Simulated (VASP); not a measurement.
A 63-atom supercell of CdTe (zinc blende) holds In on the Cd site with a neighbouring Te vacancy in charge state +0. It is relaxed twice, with the total moment held at 1 and at 3 μB. Computed with PBE GGA, VASP's PBE PAW potentials (set 64) (plane waves; VASP). Run with PREC = Normal, LREAL = Auto, ISYM = 0, EDIFF = 1E-5, 400 eV cut-off, 1×1×1 Γ-centred mesh, Gaussian smearing of 0.050 eV, potentials Cd Te In.

The supercell is sampled at Γ alone, which is coarse: total energies, pressure and levels can be off, energies of defects by several tenths of an eV.

### Question
Which spin state lies lower, and by how much?

### Answer
The state with 1 μB lies lower, by 1.58 eV.

The cell is a supercell with a defect, built from CdTe (zinc blende).
